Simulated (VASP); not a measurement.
Data:

```
TiB2
1.0
    1.51551    -2.62494     0.00000
    1.51551     2.62494     0.00000
    0.00000     0.00000     3.22816
Ti B
1 2
Direct
  0.00000   0.00000   0.00000
  0.33333   0.66667   0.50000
  0.66667   0.33333   0.50000
```

These are PBE GGA, VASP's PBE PAW potentials (set 64) (plane waves; VASP) values and carry that method's errors. Run with 600 eV cut-off, 10×10×10 Γ-centred mesh, first-order Methfessel-Paxton smearing of 0.10 eV, potentials Ti_sv B.

Q: Predict the energy per atom (σ→0), band gap (on the k-mesh) with the smallest direct gap where there is one.

A: 
```yaml
band gap (on the k-mesh): none (metal, semimetal or under 0.01 eV)
energy per atom (σ→0): -785.6 kJ/mol of atoms
```

The absolute energy has meaning only against runs of the same code, potentials and settings.

The compound is TiB2 in the AlB2 type structure. It was relaxed first.
